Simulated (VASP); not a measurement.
# SrTiC2: structure and properties in VASP, part 2 of 5

What structure does SrTiC2 take at this level, and what are its properties? The cell is invented: other elements were put on sites of a known structure type. It may not be a known or stable phase. The atoms of the start are displaced at random from the sites of a P4/mmm cell.

VASP 6.6.1, plane waves and PAW; the level of theory is named at each step.

Still holding for the runs below: The k-mesh is coarse for a metal.

So far. Step 2 (Rough relaxation of the start cell): By then 37 ionic steps had been finished.

## 3. Full relaxation (RPBE + D4) (continued)

Level of this step: RPBE with D4; plane waves and PAW (Sr_sv, Ti_sv, C); invented cell (VASP).

The steps of the relaxation (22 of 49):

```tsv
step	energy less that of the first step (eV)	largest force (eV/Å)	pressure (GPa)	volume (Å³)
1	0.0000	0.5632	-0.52	67.03
3	-0.0260	0.2136	-0.09	66.44
6	-0.1662	0.9392	6.10	62.77
8	-0.1824	0.8105	4.85	63.37
10	-0.2305	0.7961	4.42	63.95
12	-0.3048	0.5892	0.87	66.15
15	-0.3290	0.3987	-0.97	67.64
17	-0.3484	0.2314	0.29	67.20
19	-0.3567	0.1501	0.11	67.36
22	-0.3608	0.1903	-0.85	68.16
24	-0.3637	0.1905	-0.43	67.84
26	-0.3682	0.1871	0.10	67.64
28	-0.3735	0.1080	0.28	67.69
31	-0.3774	0.0354	0.03	68.15
33	-0.3787	0.0246	-0.05	68.45
35	-0.3790	0.0379	-0.08	68.47
38	-0.3795	0.0286	-0.02	68.43
40	-0.3799	0.0412	0.01	68.37
42	-0.3801	0.0270	0.05	68.36
44	-0.3802	0.0213	-0.01	68.44
47	-0.3802	0.0172	-0.01	68.42
49	-0.3803	0.0065	0.01	68.43
```

```tsv
cell as run	before	after	change
a (Å)	3.857	4.191	+8.7 %
b (Å)	3.709	4.046	+9.1 %
c (Å)	4.691	4.035	-14.0 %
α (°)	91.19	90.11	-1.2 %
β (°)	92.33	90.05	-2.5 %
γ (°)	90.46	89.98	-0.5 %
volume (Å³/atom)	16.76	17.11	+2.1 %
```

The atoms that moved most (Å, as changes of fractional coordinates times the final cell):

```tsv
atom	dx	dy	dz	length
C4	-0.311	0.049	0.092	0.328
C3	-0.177	-0.043	-0.268	0.324
Sr1	0.254	-0.038	0.064	0.264
Ti2	0.235	0.032	0.111	0.262
```

The relaxed structure:

```
Sr Ti C
1.0
     4.19105    0.00119    0.01158
     0.00056    4.04632    0.00902
    -0.01437   -0.01663    4.03508
Sr Ti C
1 1 2
Direct
  0.62629 0.49478 0.50063
  0.12655 0.99493 0.00048
  0.02362 0.99480 0.50048
  0.22500 0.49497 0.00038
```

This step gave:

* electrons: 30
* bands: 21
* irreducible k-points: 92
* symmetry operations: 1
* free energy (TOTEN): -25.76 eV
* energy at zero smearing: -25.76 eV
* Fermi energy: 3.938 eV
* pressure: 0.01164 GPa
* metallic, judged on the points sampled: yes
* SCF cycles over all ionic steps: 383

It ends with a largest force of 0.006 eV/Å and a pressure of 0.01 GPa.

## 4. Second relaxation

The basis stayed that of the start cell while the cell moved. A rerun from the cell reached resets it; the error of the finite cutoff stays. The mesh changes with the cell too.

File INCAR:

```
SYSTEM = SrTiC2
PREC = Accurate
ENCUT = 520
EDIFF = 1E-06
NELM = 100
ISMEAR = 0
SIGMA = 0.05
LREAL = .FALSE.
ALGO = Normal
GGA = RP
IVDW = 13
NBANDS = 21
LORBIT = 11
LWAVE = .FALSE.
LCHARG = .FALSE.
KPAR = 2
IBRION = 2
NSW = 60
ISIF = 3
EDIFFG = -0.01
```

File POSCAR:

```
SrTiC2
1.0
    4.0351445400      0.0000000000      0.0000000000
    0.0000000000      4.1910673100      0.0000000000
   -0.0076507800      0.0000000000      4.0463265200
Sr Ti C
1 1 2
Direct
    0.0000000000      0.6262929080      0.5000000000
    0.5000000000      0.1265528260      0.0000000000
    0.0000000000      0.0236218290      0.0000000000
    0.5000000000      0.2249974370      0.5000000000
```

File KPOINTS:

```
Automatic mesh
0
Gamma
6 5 6
0 0 0
```

The projector-augmented-wave data sets are Sr_sv, Ti_sv and C (PBE family, release 64).

The cell reached was symmetrised within 0.01 Å before this step, which raises the operations from 1 to 2, which the run then keeps.

The run is started by

```bash
$ mpirun -np 2 vasp_std
```

What it wrote:

```text
[... set-up lines as in an earlier step ...]
 entering main loop
       N       E                     dE             d eps       ncg     rms          rms(c)
DAV:   1     0.270329891038E+03    0.27033E+03   -0.14858E+04  2520   0.146E+03
DAV:   2     0.334299945130E+01   -0.26699E+03   -0.25594E+03  2611   0.402E+02
DAV:   3    -0.289121674495E+02   -0.32255E+02   -0.31555E+02  4547   0.114E+02
DAV:   4    -0.306742926912E+02   -0.17621E+01   -0.17534E+01  3072   0.251E+01
DAV:   5    -0.308048266062E+02   -0.13053E+00   -0.13051E+00  4003   0.601E+00    0.254E+01
DAV:   6    -0.252694604940E+02    0.55354E+01   -0.38785E+01  3213   0.479E+01    0.142E+01
DAV:   7    -0.247959449003E+02    0.47352E+00   -0.19668E+01  3407   0.342E+01    0.142E+01
DAV:   8    -0.243817512500E+02    0.41419E+00   -0.13559E+00  3100   0.104E+01    0.638E+00
DAV:   9    -0.244141060629E+02   -0.32355E-01   -0.54168E-01  4000   0.592E+00    0.183E+00
DAV:  10    -0.243806206003E+02    0.33485E-01   -0.16033E-01  3470   0.341E+00    0.421E-01
DAV:  11    -0.243820034324E+02   -0.13828E-02   -0.67579E-03  3257   0.601E-01    0.231E-01
DAV:  12    -0.243817723121E+02    0.23112E-03   -0.13602E-03  3566   0.266E-01    0.922E-02
DAV:  13    -0.243817936249E+02   -0.21313E-04   -0.92300E-04  3535   0.238E-01    0.621E-02
DAV:  14    -0.243817640989E+02    0.29526E-04   -0.14036E-04  3439   0.111E-01    0.130E-02
DAV:  15    -0.243817644185E+02   -0.31965E-06   -0.18109E-05  3984   0.274E-02    0.467E-03
DAV:  16    -0.243817647298E+02   -0.31132E-06   -0.12750E-06  2113   0.919E-03
   1 F= -.25761460E+02 E0= -.25759961E+02  d E =-.257615E+02
 curvature:   0.00 expect dE= 0.000E+00 dE for cont linesearch  0.000E+00
 trial: gam= 0.00000 g(F)=  0.510E-04 g(S)=  0.247E-03 ort = 0.000E+00 (trialstep = 0.100E+01)
 search vector abs. value=  0.298E-03
 bond charge predicted
       N       E                     dE             d eps       ncg     rms          rms(c)
DAV:   1    -0.243869371174E+02   -0.51727E-02   -0.48778E-02  2931   0.252E+00    0.386E-01
DAV:   2    -0.243860854225E+02    0.85169E-03   -0.12484E-02  3120   0.116E+00    0.198E-01
DAV:   3    -0.243853082378E+02    0.77718E-03   -0.31067E-03  3164   0.490E-01    0.937E-02
DAV:   4    -0.243852014968E+02    0.10674E-03   -0.68815E-04  4057   0.207E-01    0.431E-02
DAV:   5    -0.243852115310E+02   -0.10034E-04   -0.73664E-05  3394   0.536E-02    0.374E-02
DAV:   6    -0.243852164309E+02   -0.48999E-05   -0.14924E-05  4134   0.174E-02    0.282E-02
DAV:   7    -0.243852223412E+02   -0.59103E-05   -0.27001E-05  3969   0.275E-02    0.740E-03
DAV:   8    -0.243852214496E+02    0.89162E-06   -0.37767E-06  2370   0.109E-02
   2 F= -.25761592E+02 E0= -.25760085E+02  d E =-.131705E-03
[...]
3 F= -.25761591E+02 E0= -.25760085E+02  d E =-.131091E-03
 curvature:  -0.45 expect dE=-0.560E-04 dE for cont linesearch -0.692E-07
 trial: gam= 0.44132 g(F)=  0.865E-05 g(S)=  0.116E-03 ort =-0.678E-05 (trialstep = 0.990E+00)
 search vector abs. value=  0.177E-03
 bond charge predicted
       N       E                     dE             d eps       ncg     rms          rms(c)
DAV:   1    -0.243858893896E+02   -0.83723E-03   -0.18962E-02  2565   0.129E+00    0.149E-01
DAV:   2    -0.243856585692E+02    0.23082E-03   -0.12394E-03  2864   0.335E-01    0.788E-02
DAV:   3    -0.243855870938E+02    0.71475E-04   -0.37616E-04  3371   0.169E-01    0.463E-02
DAV:   4    -0.243855531224E+02    0.33971E-04   -0.10099E-04  3584   0.962E-02    0.156E-02
DAV:   5    -0.243855518936E+02    0.12287E-05   -0.21364E-05  3467   0.316E-02    0.894E-03
DAV:   6    -0.243855516512E+02    0.24237E-06   -0.25486E-06  2201   0.884E-03
   4 F= -.25761681E+02 E0= -.25760164E+02  d E =-.903866E-04
 trial-energy change:   -0.000090  1 .order   -0.000093   -0.000121   -0.000065
 step:   2.1468(harm=  2.1468)  dis= 0.00190  next Energy=   -25.761722 (dE=-0.131E-03)
 reached required accuracy - stopping structural energy minimisation
```

Elapsed: 92 s, on 2 MPI ranks of AMD EPYC 7R43, shared host; peak memory 0.42 GiB; 3 min of CPU time.

Parts of OUTCAR (step 4):

```text
  LATTYP: Found a simple monoclinic cell.
 ALAT       =     4.0351445400
 B/A-ratio  =     1.0386411858
 C/A-ratio  =     1.0027729398
 COS(beta)  =    -0.0018907931

 Subroutine GETGRP returns: Found  2 space group operations
 (whereof  2 operations were pure point group operations)

The static configuration has the point symmetry C_2 .

 Found     60 irreducible k-points:

   k-points           NKPTS =     60   k-points in BZ     NKDIM =     60   number of bands    NBANDS=     21

   dimension x,y,z NGX =    30 NGY =   32 NGZ =   30
   dimension x,y,z NGXF=    60 NGYF=   64 NGZF=   60

   ENCUT  =  520.0 eV  38.22 Ry    6.18 a.u.   7.50  7.79  7.52*2*pi/ulx,y,z

   NELECT =      30.0000    total number of electrons

 E-fermi :   3.9261

 k-point     1 :       0.0000    0.0000    0.0000
  band No.  band energies     occupation
    ...
     11       2.3087      2.00000
     12       2.9195      2.00000
     13       2.9325      2.00000
     14       3.1973      2.00000
     15       3.9493      0.51167
     16       3.9665      0.25309
     17       5.5836      0.00000
     18       5.8342      0.00000
     19       7.6317      0.00000
     20       7.6768      0.00000
    ...

 k-point     2 :       0.1667    0.0000   -0.0000
  band No.  band energies     occupation
    ...
     12       2.5447      2.00000
     13       2.9098      2.00000
     14       3.0885      2.00000
     15       3.6828      2.00000
     16       3.8053      1.99936
     17       5.8403      0.00000
     18       6.0076      0.00000
     19       6.6856      0.00000
     20       7.6820      0.00000
     21       8.2473      0.00000

  DFT-D4 for vdW energy calculation

  Edisp (eV):   -1.37613

  Total       0.00629     0.03528    -0.03891     0.00000     0.00000     0.00641
  in kB       0.14683     0.82383    -0.90840     0.00000     0.00000     0.14965
  external pressure =        0.02 kB  Pullay stress =        0.00 kB

  energy-cutoff  :      520.00
  volume of cell :       68.62
      direct lattice vectors                 reciprocal lattice vectors
     4.034616130  0.000000000  0.000943018     0.247854958  0.000000000  0.000410451
     0.000000000  4.201699500  0.000000000     0.000000000  0.237998934  0.000000000
    -0.006703480  0.000000000  4.047962313    -0.000057741  0.000000000  0.247037777

 POSITION                                       TOTAL-FORCE (eV/Angst)
 -----------------------------------------------------------------------------------
      4.03126      2.63067      2.02492        -0.000000     -0.002267      0.000000
      2.01060      0.53082      4.04843         0.000000      0.001199      0.000000
      4.03462      0.10129      0.00094        -0.000000      0.000090      0.000000
      2.01396      0.94507      2.02445        -0.000000      0.000978      0.000000
 -----------------------------------------------------------------------------------
    total drift:                               -0.000000      0.000371      0.000001

  FREE ENERGIE OF THE ION-ELECTRON SYSTEM (eV)
  ---------------------------------------------------
  free  energy   TOTEN  =       -25.7616813932 eV

  energy  without entropy=      -25.7586456771  energy(sigma->0) =      -25.76016354

 total charge
# of ion       s       p       d       tot
------------------------------------------
    1        2.020   5.826   0.268   8.115
    2        2.230   6.224   1.930  10.384
    3        0.941   1.339   0.000   2.280
    4        0.940   1.338   0.000   2.278
--------------------------------------------------
tot          6.132  14.727   2.198  23.057

[... 1 part as in an earlier step ...]

[... 7 further parts left out ...]
```

CONTCAR:

```
SrTiC2
   1.00000000000000
     4.0346161303304395    0.0000000000000000    0.0009430177564044
     0.0000000000000000    4.2016994997006991    0.0000000000000000
    -0.0067034804827283    0.0000000000000000    4.0479623130601761
  Sr              Ti              C
     1     1     2
Direct
     1.0000000000000000    0.6260963310924393    0.5000000000000000
     0.5000000000000000    0.1263351860199693    1.0000000000000000
     1.0000000000000000    0.0241070136821075    0.0000000000000000
     0.5000000000000000    0.2249264692054870    0.5000000000000000
```

The run keeps the 2 symmetry operations of its start, so it cannot find a distortion of lower symmetry.

The steps of the relaxation:

```tsv
step	energy less that of the first step (eV)	largest force (eV/Å)	pressure (GPa)	volume (Å³)
1	0.0000	0.0253	0.16	68.43
2	-0.0001	0.0105	-0.04	68.60
3	-0.0001	0.0099	-0.04	68.59
4	-0.0002	0.0023	0.00	68.62
```

```tsv
cell as run	before	after	change
a (Å)	4.035	4.035	-0.0 %
b (Å)	4.191	4.202	+0.3 %
c (Å)	4.046	4.048	+0.0 %
β (°)	90.11	90.08	-0.0 %
volume (Å³/atom)	17.11	17.16	+0.3 %
```

The relaxed structure:

```cif
data_structure
_symmetry_space_group_name_H-M 'P 1'
_symmetry_Int_Tables_number 1
_cell_length_a 4.0346
_cell_length_b 4.2017
_cell_length_c 4.0480
_cell_angle_alpha 90.000
_cell_angle_beta 90.081
_cell_angle_gamma 90.000
_cell_volume 68.62
loop_
_atom_site_label
_atom_site_type_symbol
_atom_site_fract_x
_atom_site_fract_y
_atom_site_fract_z
_atom_site_occupancy
Sr1 Sr 0.00000 0.62610 0.50000 1
Ti2 Ti 0.50000 0.12634 0.00000 1
C3 C 0.00000 0.02411 0.00000 1
C4 C 0.50000 0.22493 0.50000 1
```

This step gave:

* irreducible k-points: 60
* symmetry operations: 2
* Fermi energy: 3.926 eV
* pressure: 0.002075 GPa
* SCF cycles over all ionic steps: 34

It ends with a largest force of 0.002 eV/Å and a pressure of 0.00 GPa.

(Continued in part 3 of 5.)

[Lines on the potential files, build, host, timing and source positions are cut from VASP's logs without a mark.]

[Logs are printed without paths, hosts, clocks, repeated set-up lines and the standing remarks that a program may print on its own settings, such as how far it seeks lower states.]

[Hosts, paths, dates, database ids (printed as entryN), source tags and the programs' standing remarks are cut or masked in the printed files.]

[A measured line is paired with the nearest computed mode of its activity, which favours agreement.]

[In band tables of VASP the shares of atoms and orbitals are scaled to a sum of 1 inside the atoms' spheres.]
